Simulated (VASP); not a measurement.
Here is the system:

```
CELL_PARAMETERS angstrom
      0.00000     2.14456     2.14456
      2.14456     0.00000     2.14456
      2.14456     2.14456     0.00000
ATOMIC_POSITIONS crystal
  Be 0.25000 0.25000 0.25000
  Be 0.75000 0.75000 0.75000
  C  0.00000 0.00000 0.00000
```

The numbers are results of optB88-vdW, VASP's PBE PAW potentials (set 64) (plane waves; VASP 6.6.1), not measurements. Settings: 520 eV cut-off, 9×9×9 Γ-centred mesh, Gaussian smearing of 0.050 eV, potentials Be C.

Predict the energy per atom (σ→0), pressure.

```
Quantity                               Result
---------------------  ----------------------
energy per atom (σ→0)  -493.0 kJ/mol of atoms
pressure                             6.46 GPa
```

Only differences to runs with the same potentials and settings are physical.

The compound is Be2C in the antifluorite structure. This cell is one point of a volume scan, at 0.97 of the reference volume.
